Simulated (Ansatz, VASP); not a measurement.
## CsC: VASP beside Ansatz

The input INCAR:

```
SYSTEM = CsC
PREC     = Accurate       ! precision mode
ENCUT    = 520            ! plane-wave cutoff, eV
EDIFF    = 1E-6           ! SCF threshold, eV
ISMEAR   = 0              ! smearing method
SIGMA    = 0.1            ! smearing width, eV
LREAL    = .False.        ! projectors in reciprocal space
LASPH    = .True.         ! aspherical terms in the spheres
NELM     = 80             ! most SCF steps
ALGO     = Normal         ! electronic algorithm
ISIF     = 2              ! what is computed and relaxed
LWAVE    = .False.        ! write WAVECAR
LCHARG   = .False.        ! write CHGCAR
GGA      = PE             ! functional
NBANDS   = 36             ! bands
```

Contents of KPOINTS:

```
Automatic mesh
0
Gamma
  6 6 1
  0 0 0
```

The input POSCAR:

```
CsC
1.0
    4.8100000000      0.0000000000      0.0000000000
   -2.4050000000      4.1655821900      0.0000000000
    0.0000000000      0.0000000000     14.9889915200
Cs C
4 4
Direct
    0.6666666700      0.3333333300      0.7500000000
    0.0000000000      0.0000000000      0.0000000000
    0.3333333300      0.6666666700      0.2500000000
    0.0000000000      0.0000000000      0.5000000000
    0.3333333300      0.6666666700      0.8750000000
    0.6666666700      0.3333333300      0.1250000000
    0.6666666700      0.3333333300      0.3750000000
    0.3333333300      0.6666666700      0.6250000000
```

Input for Ansatz:

```yaml
crystal:
  lattice:
    - [4.81, 0.0, 0.0]
    - [-2.405, 4.16558219, 0.0]
    - [0.0, 0.0, 14.98899152]
  atoms:
    - { symbol: Cs, position: [0.66666667, 0.33333333, 0.75] }
    - { symbol: Cs, position: [0.0, 0.0, 0.0] }
    - { symbol: Cs, position: [0.33333333, 0.66666667, 0.25] }
    - { symbol: Cs, position: [0.0, 0.0, 0.5] }
    - { symbol: C, position: [0.33333333, 0.66666667, 0.875] }
    - { symbol: C, position: [0.66666667, 0.33333333, 0.125] }
    - { symbol: C, position: [0.66666667, 0.33333333, 0.375] }
    - { symbol: C, position: [0.33333333, 0.66666667, 0.625] }
basis:
  ecutwfc: 420
kpoints:
  mp_grid: { grid: [6, 6, 1] }
hamiltonian:
  xc: pbe
scf:
  occupations: { method: gaussian, width: 0.1 }
  lower_state_search: "off"
output:
  forces: true
  stress: true
  eigenvalues: true
```

Alike in both runs: task single point; functional PBE; k mesh 6 × 6 × 1; occupations gaussian, width 0.1 eV; no spin polarisation.

|  | VASP | Ansatz |
| --- | --- | --- |
| version | VASP 6.6.1 | Ansatz 0.2.0 |
| potentials or method | VASP PAW PBE potentials, release 64 (Cs_sv, C) | scalar-relativistic, plane waves, PAW |
| plane-wave cutoff (eV) | 520 | 420 |
| valence electrons in the cell | 52 | 52 |

VASP gave:

```
gap on the k mesh at the Fermi level (eV)       : none
pressure (GPa)                                  : -1.6
largest component of the traceless stress (GPa) : 1.16
rms of the force components (eV/Å)              : 0.138
```

Task: Which values does Ansatz return?

Result: gap on the k mesh at the Fermi level (eV): none; pressure (GPa): -1.7; largest component of the traceless stress (GPa): 1.17; rms of the force components (eV/Å): 0.140.

Atom by atom the forces differ by 0.002 eV/Å (rms over components). A gap of «none» marks a metal or a gap that the smearing closes.

Caveats: the k mesh is coarse (spacing up to 0.42 Å⁻¹), so the values aren't converged. The runs have no spin-orbit coupling, so splittings on Cs are missing.
